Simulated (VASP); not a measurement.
OSZICAR of a VASP run on K:

OSZICAR:
```
       N       E                     dE             d eps       ncg     rms          rms(c)
DAV:   1     0.228538659334E+03    0.22854E+03   -0.16647E+04   936   0.954E+02
DAV:   2    -0.923220165825E+01   -0.23777E+03   -0.23528E+03   740   0.279E+02
DAV:   3    -0.389098765579E+02   -0.29678E+02   -0.29504E+02   916   0.661E+01
DAV:   4    -0.413895099362E+02   -0.24796E+01   -0.24719E+01   984   0.211E+01
DAV:   5    -0.415039973864E+02   -0.11449E+00   -0.11446E+00  1093   0.369E+00    0.467E+00
DAV:   6    -0.344223286810E+02    0.70817E+01   -0.62942E+00   814   0.158E+01    0.193E+00
DAV:   7    -0.312558073408E+02    0.31665E+01   -0.11522E+00   838   0.730E+00    0.924E-01
DAV:   8    -0.342390329986E+02   -0.29832E+01   -0.86627E-01   651   0.531E+00    0.362E-01
DAV:   9    -0.308416150911E+02    0.33974E+01   -0.93457E-01   648   0.524E+00    0.251E-01
DAV:  10    -0.326861389607E+02   -0.18445E+01   -0.38648E-01   654   0.339E+00    0.152E-01
DAV:  11    -0.316549666989E+02    0.10312E+01   -0.14151E-01   651   0.189E+00    0.141E-01
DAV:  12    -0.309734354179E+02    0.68153E+00   -0.93170E-02   740   0.156E+00    0.125E-01
DAV:  13    -0.310997373558E+02   -0.12630E+00   -0.14332E-02   894   0.604E-01    0.125E-01
DAV:  14    -0.310799135747E+02    0.19824E-01   -0.20688E-03   808   0.291E-01    0.116E-01
DAV:  15    -0.307443522268E+02    0.33556E+00   -0.25067E-02   660   0.933E-01    0.880E-02
DAV:  16    -0.299696494217E+02    0.77470E+00   -0.15867E-01   648   0.310E+00    0.108E-01
DAV:  17    -0.298174175072E+02    0.15223E+00   -0.92565E-03   781   0.808E-01    0.112E-01
DAV:  18    -0.297958586897E+02    0.21559E-01   -0.49862E-04   965   0.109E-01    0.112E-01
DAV:  19    -0.297623894064E+02    0.33469E-01   -0.57166E-04   672   0.139E-01    0.110E-01
DAV:  20    -0.296690731993E+02    0.93316E-01   -0.31656E-03   657   0.340E-01    0.133E-01
DAV:  21    -0.296499139050E+02    0.19159E-01   -0.13545E-03   660   0.277E-01    0.993E-02
DAV:  22    -0.295842299331E+02    0.65684E-01   -0.39410E-02   648   0.167E+00    0.636E-02
DAV:  23    -0.295672722485E+02    0.16958E-01   -0.74365E-04  1056   0.175E-01    0.637E-02
DAV:  24    -0.295751060493E+02   -0.78338E-02   -0.10471E-04   660   0.611E-02    0.612E-02
DAV:  25    -0.294926074477E+02    0.82499E-01   -0.13321E-01   648   0.349E+00    0.101E-01
DAV:  26    -0.294770655803E+02    0.15542E-01   -0.14380E-03   829   0.210E-01    0.101E-01
DAV:  27    -0.294372897993E+02    0.39776E-01   -0.37783E-03   657   0.646E-01    0.123E-01
DAV:  28    -0.294332219877E+02    0.40678E-02   -0.15592E-03   698   0.397E-01    0.125E-01
DAV:  29    -0.295066007495E+02   -0.73379E-01   -0.20049E-02   648   0.119E+00    0.135E-01
DAV:  30    -0.294968007393E+02    0.98000E-02   -0.49627E-04   700   0.144E-01    0.134E-01
DAV:  31    -0.294888471262E+02    0.79536E-02   -0.13595E-03   654   0.364E-01    0.128E-01
DAV:  32    -0.294893683368E+02   -0.52121E-03   -0.18848E-05   561   0.312E-02    0.128E-01
DAV:  33    -0.294813734480E+02    0.79949E-02   -0.10797E-04   660   0.823E-02    0.128E-01
DAV:  34    -0.294809911666E+02    0.38228E-03   -0.38139E-06   342   0.185E-02    0.129E-01
DAV:  35    -0.295019722636E+02   -0.20981E-01   -0.12735E-03   648   0.275E-01    0.138E-01
DAV:  36    -0.294984500188E+02    0.35222E-02   -0.77972E-04   648   0.281E-01    0.140E-01
DAV:  37    -0.295289533958E+02   -0.30503E-01   -0.78171E-03   648   0.743E-01    0.124E-01
DAV:  38    -0.295597717886E+02   -0.30818E-01   -0.20515E-03   718   0.313E-01    0.100E-01
DAV:  39    -0.295583106075E+02    0.14612E-02   -0.10806E-03   750   0.304E-01    0.981E-02
DAV:  40    -0.295709796061E+02   -0.12669E-01   -0.68365E-04   686   0.180E-01    0.973E-02
DAV:  41    -0.295829246610E+02   -0.11945E-01   -0.18438E-03   648   0.394E-01    0.957E-02
DAV:  42    -0.295903621711E+02   -0.74375E-02   -0.41586E-04   715   0.165E-01    0.950E-02
DAV:  43    -0.295981865698E+02   -0.78244E-02   -0.93800E-04   648   0.273E-01    0.958E-02
DAV:  44    -0.296035160023E+02   -0.53294E-02   -0.43945E-03   648   0.676E-01    0.950E-02
DAV:  45    -0.296413452313E+02   -0.37829E-01   -0.98476E-03   648   0.760E-01    0.952E-02
DAV:  46    -0.296603788284E+02   -0.19034E-01   -0.13681E-03   807   0.194E-01    0.999E-02
DAV:  47    -0.296601011135E+02    0.27771E-03   -0.32725E-05   623   0.252E-02    0.991E-02
DAV:  48    -0.296598471218E+02    0.25399E-03   -0.34094E-05   528   0.517E-02    0.104E-01
DAV:  49    -0.296646720553E+02   -0.48249E-02   -0.13136E-03   648   0.338E-01    0.113E-01
DAV:  50    -0.296663412320E+02   -0.16692E-02   -0.63064E-05   639   0.668E-02    0.110E-01
DAV:  51    -0.296486733229E+02    0.17668E-01   -0.11385E-03   648   0.354E-01    0.103E-01
DAV:  52    -0.296464453458E+02    0.22280E-02   -0.28150E-04   648   0.155E-01    0.101E-01
DAV:  53    -0.296393798971E+02    0.70654E-02   -0.25483E-04   648   0.132E-01    0.114E-01
DAV:  54    -0.296472713931E+02   -0.78915E-02   -0.17970E-03   648   0.386E-01    0.109E-01
DAV:  55    -0.296470096131E+02    0.26178E-03   -0.35632E-05   612   0.439E-02    0.110E-01
DAV:  56    -0.296448379942E+02    0.21716E-02   -0.67632E-03   648   0.821E-01    0.107E-01
DAV:  57    -0.296423013872E+02    0.25366E-02   -0.14608E-04   872   0.893E-02    0.111E-01
DAV:  58    -0.296420613095E+02    0.24008E-03   -0.40638E-04   657   0.194E-01    0.106E-01
DAV:  59    -0.296402253783E+02    0.18359E-02   -0.33056E-05   456   0.576E-02    0.109E-01
DAV:  60    -0.296386407161E+02    0.15847E-02   -0.72602E-04   648   0.298E-01    0.106E-01
DAV:  61    -0.296401560779E+02   -0.15154E-02   -0.13808E-03   718   0.378E-01    0.116E-01
DAV:  62    -0.296394300998E+02    0.72598E-03   -0.50254E-05   677   0.406E-02    0.115E-01
DAV:  63    -0.296395153007E+02   -0.85201E-04   -0.30783E-06   363   0.143E-02    0.116E-01
DAV:  64    -0.296398135343E+02   -0.29823E-03   -0.24669E-06   333   0.128E-02    0.115E-01
DAV:  65    -0.296434188924E+02   -0.36054E-02   -0.41073E-04   648   0.196E-01    0.106E-01
DAV:  66    -0.296444274554E+02   -0.10086E-02   -0.18065E-03   727   0.419E-01    0.100E-01
DAV:  67    -0.296444035585E+02    0.23897E-04   -0.62922E-04   782   0.273E-01    0.985E-02
DAV:  68    -0.296442593528E+02    0.14421E-03   -0.10972E-05   544   0.300E-02    0.989E-02
DAV:  69    -0.296416488857E+02    0.26105E-02   -0.21839E-04   648   0.169E-01    0.979E-02
DAV:  70    -0.296428608760E+02   -0.12120E-02   -0.39289E-03   648   0.662E-01    0.104E-01
DAV:  71    -0.296468578648E+02   -0.39970E-02   -0.40822E-03   648   0.667E-01    0.977E-02
DAV:  72    -0.296400022139E+02    0.68557E-02   -0.44133E-04   654   0.214E-01    0.965E-02
DAV:  73    -0.296436465349E+02   -0.36443E-02   -0.35680E-04   648   0.199E-01    0.919E-02
DAV:  74    -0.296398227646E+02    0.38238E-02   -0.40275E-03   648   0.703E-01    0.766E-02
DAV:  75    -0.296389786168E+02    0.84415E-03   -0.11042E-03   657   0.357E-01    0.716E-02
DAV:  76    -0.296332700215E+02    0.57086E-02   -0.72001E-03   648   0.950E-01    0.622E-02
DAV:  77    -0.296307788058E+02    0.24912E-02   -0.12255E-03   654   0.366E-01    0.617E-02
DAV:  78    -0.296054662785E+02    0.25313E-01   -0.18153E-02   648   0.156E+00    0.619E-02
DAV:  79    -0.296032372424E+02    0.22290E-02   -0.64679E-04   848   0.244E-01    0.719E-02
DAV:  80    -0.295969871295E+02    0.62501E-02   -0.12061E-03   654   0.383E-01    0.727E-02
DAV:  81    -0.295741015760E+02    0.22886E-01   -0.33565E-03   648   0.618E-01    0.637E-02
DAV:  82    -0.295707855005E+02    0.33161E-02   -0.25310E-04   874   0.151E-01    0.696E-02
DAV:  83    -0.295686393271E+02    0.21462E-02   -0.92646E-05   663   0.908E-02    0.681E-02
DAV:  84    -0.295351674888E+02    0.33472E-01   -0.15099E-02   648   0.129E+00    0.606E-02
DAV:  85    -0.295093657966E+02    0.25802E-01   -0.27648E-02   648   0.169E+00    0.752E-02
DAV:  86    -0.295872895258E+02   -0.77924E-01   -0.65894E-02   648   0.261E+00    0.875E-02
DAV:  87    -0.295524475341E+02    0.34842E-01   -0.15631E-02   648   0.131E+00    0.718E-02
DAV:  88    -0.295500198151E+02    0.24277E-02   -0.44633E-04   700   0.220E-01    0.697E-02
DAV:  89    -0.295520228625E+02   -0.20030E-02   -0.10887E-04   672   0.100E-01    0.677E-02
DAV:  90    -0.295386230443E+02    0.13400E-01   -0.35281E-03   648   0.627E-01    0.670E-02
DAV:  91    -0.296142567004E+02   -0.75634E-01   -0.10510E-01   648   0.339E+00    0.123E-01
DAV:  92    -0.296151977958E+02   -0.94110E-03   -0.10578E-03   786   0.294E-01    0.105E-01
DAV:  93    -0.295938859251E+02    0.21312E-01   -0.82181E-03   648   0.101E+00    0.917E-02
DAV:  94    -0.295938329376E+02    0.52988E-04   -0.86378E-04   672   0.315E-01    0.843E-02
DAV:  95    -0.295942908226E+02   -0.45789E-03   -0.14544E-04   667   0.131E-01    0.795E-02
DAV:  96    -0.295449440659E+02    0.49347E-01   -0.34788E-02   648   0.200E+00    0.264E-02
DAV:  97    -0.295650499273E+02   -0.20106E-01   -0.40445E-03   648   0.658E-01    0.264E-02
DAV:  98    -0.295742393263E+02   -0.91894E-02   -0.13083E-03   648   0.394E-01    0.262E-02
DAV:  99    -0.295465589442E+02    0.27680E-01   -0.90075E-03   648   0.998E-01    0.109E-02
DAV: 100    -0.295210876451E+02    0.25471E-01   -0.71454E-03   648   0.852E-01
   1 F= -.29521088E+02 E0= -.29521064E+02  d E =-.295211E+02
```

Q: Which electronic solver shows in the log?

A: It is blocked Davidson (ALGO = Normal, or the opening steps of other solvers). The INCAR had ALGO = Normal.

Q: Can the final energy be trusted as converged?

A: Convergence was not reached. It stopped with EDIFF = 1E-5, NELM = 100, NSW = 120 and EDIFFG = -0.03 after 1 ionic step (r2SCAN meta-GGA, plane waves, VASP's PBE PAW potentials (set 64)). The run did not end as a converged relaxation.

The cell is a thin slab with vacuum, built from K (bcc): (211) face.
